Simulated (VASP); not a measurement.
Here is the system:

```
CELL_PARAMETERS angstrom
      4.25375     2.12313     2.12313
      2.12313     4.25375     2.12313
      2.12313     2.12313     4.25375
ATOMIC_POSITIONS crystal
  Ni 0.00000 0.00000 0.00000
  Ni 0.50000 0.50000 0.50000
  O  0.25000 0.25000 0.25000
  O  0.75000 0.75000 0.75000
```
Starting moments (μB, in the order of the record's atoms Ni Ni O O): 1.3 -1.3 0.0 0.0.

The numbers are results of optB88-vdW, VASP's PBE PAW potentials (set 64) (plane waves; VASP), not measurements. Run with 520 eV cut-off, 9×9×9 Γ-centred mesh, Gaussian smearing of 0.050 eV, potentials Ni O.

Question: Give the stress tensor in GPa (positive for a compressed cell).

Answer: 
```
-10.33   -0.09   -0.09
 -0.09  -10.33   -0.09
 -0.09   -0.09  -10.33
```
The pressure is its mean diagonal, -10.33 GPa.

The compound is NiO in the rock salt, AFM-II order structure. This cell is one point of a volume scan, at 1.06 of the reference volume.
